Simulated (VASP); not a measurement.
Computed with r2SCAN meta-GGA, VASP's PBE PAW potentials (set 64) (plane waves; VASP 6.6.1).

VASP input:

### INCAR
```
! general
SYSTEM =FeAl
PREC   =Accurate
ENCUT  =520
LREAL  =.FALSE.
LASPH  =.TRUE.

! electronic loop
EDIFF  =1E-7
NELM   =100
ALGO   =Normal
LMAXMIX=4
LMIXTAU=.TRUE.

! smearing
ISMEAR =1
SIGMA  =0.1

! functional
METAGGA=R2SCAN

! ions
ISIF   =2

! output
LWAVE  =.FALSE.
LCHARG =.FALSE.
```

KPOINTS:
```
Automatic mesh
0
Gamma
13 13 13
0 0 0
```

**POSCAR**
```
FeAl
1
    2.8113240132     0.0000000000     0.0000000000
    0.0000000000     2.8113240132     0.0000000000
    0.0000000000     0.0000000000     2.8113240132
Al Fe
1 1
Direct
  0.5000000000   0.5000000000   0.5000000000
  0.0000000000   0.0000000000   0.0000000000
```

POTCAR, in this order: Al Fe (PBE.64 set). Program: vasp_std.

Problem. What does the run give for the energy per atom (σ→0), pressure, band gap (on the k-mesh)?

Solution. 
energy per atom (σ→0): -10.634 eV/atom
band gap (on the k-mesh): none (metal, semimetal or under 0.01 eV)
pressure: 6.90 GPa

OSZICAR:
```
...
DAV:  11    -0.212690696958E+02   -0.12042E-02   -0.17865E-02  1617   0.251E+00    0.293E-01
DAV:  12    -0.212690469357E+02    0.22760E-04   -0.70280E-03  1604   0.154E+00    0.274E-02
DAV:  13    -0.212691646832E+02   -0.11775E-03   -0.20233E-04  1934   0.181E-01    0.247E-02
DAV:  14    -0.212691665229E+02   -0.18398E-05   -0.23730E-05  1852   0.794E-02    0.113E-02
DAV:  15    -0.212691663107E+02    0.21226E-06   -0.23900E-06  1662   0.206E-02    0.296E-03
DAV:  16    -0.212691668114E+02   -0.50074E-06   -0.63508E-07  1570   0.146E-02    0.907E-04
DAV:  17    -0.212691667480E+02    0.63369E-07   -0.14172E-08   795   0.203E-03
   1 F= -.21269167E+02 E0= -.21268663E+02  d E =-.151067E-02
```

The compound is FeAl in the CsCl type structure. This cell is one point of a volume scan, at 0.97 of the reference volume. The run is not spin-polarised, so no magnetic state was tried. The electron count is odd and the run is not spin-polarised, which forces a metal.
